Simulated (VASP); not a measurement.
```
K
1.0
   -2.52085     2.52085     2.52085
    2.52085    -2.52085     2.52085
    2.52085     2.52085    -2.52085
K
1
Cartesian
  0.00000   0.00000   0.00000
```

All values below come from LDA (Ceperley-Alder, Perdew-Zunger), VASP's LDA PAW potentials (set 64) (plane waves; VASP 6.6.1). Settings: 520 eV cut-off, 9×9×9 Γ-centred mesh, first-order Methfessel-Paxton smearing of 0.10 eV, potentials K_sv.

**Question.** Predict the energy per atom (σ→0), band gap (on the k-mesh) with the smallest direct gap where there is one.

**Answer.** 
```
Property                                                    Result
------------------------  ----------------------------------------
band gap (on the k-mesh)  none (metal, semimetal or under 0.01 eV)
energy per atom (σ→0)                               -1.168 eV/atom
```

The absolute energy has meaning only against runs of the same code, potentials and settings.

The compound is K in the bcc structure. It was relaxed first, which changed the volume by -13 %. The start is the result of an earlier pass.
